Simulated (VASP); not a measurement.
A cell of In (bct) near equilibrium:

```xyz
1
Lattice="-1.6431 1.6431 2.5334 1.6431 -1.6431 2.5334 1.6431 1.6431 -2.5334" Properties=species:S:1:pos:R:3 pbc="T T T"
In     0.0000     0.0000     5.0668
```

The numbers are results of PBE GGA, VASP's PBE PAW potentials (set 64) (plane waves; VASP), not measurements.

```csv
run,ΔE (meV/atom),σxx,σyy,σzz,"largest shear component, with its sign (GPa)",largest force (eV/Å)
as it is,0.0,0.05,0.05,0.08,0.00,0.000
after one change,4.8,-0.87,-0.87,-1.66,0.00,0.000
```
Stress is in GPa, positive when the cell is compressed.

**Question.** What was changed between the two runs?
(A) isotropic strain of +1.0 %
(B) biaxial strain of -1.0 % in the yz plane
(C) uniaxial strain of +4.0 % along z
(D) isotropic strain of -1.0 %

**Answer.** C, uniaxial strain of +4.0 % along z

The compound is In in the bct structure.
